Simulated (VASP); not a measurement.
```xyz
3
Lattice="0.0000 2.4619 2.4619 2.4619 0.0000 2.4619 2.4619 2.4619 0.0000" Properties=species:S:1:pos:R:3 pbc="T T T"
Zr     0.0000     0.0000     0.0000
O      1.2309     1.2309     1.2309
O      3.6928     3.6928     3.6928
```

All values below come from LDA (Ceperley-Alder, Perdew-Zunger), VASP's LDA PAW potentials (set 64) (plane waves; VASP). Settings: 620 eV cut-off, 8×8×8 Γ-centred mesh, Gaussian smearing of 0.050 eV, potentials Zr_sv O.

Problem. Predict the energy per atom (σ→0), pressure, band gap (on the k-mesh) with the smallest direct gap where there is one.

Solution. 
The band gap (on the k-mesh) is 3.49 eV and the smallest direct gap (on the k-mesh) comes out as 4.01 eV. The energy per atom (σ→0) comes out as -10.418 eV/atom and the pressure comes out as 19.78 GPa.

The absolute energy has meaning only against runs of the same code, potentials and settings.

The compound is ZrO2 in the fluorite structure, the high-temperature cubic form, which is unstable at 0 K; the monoclinic form is the stable one. It was relaxed first under an external pressure of 20 GPa.
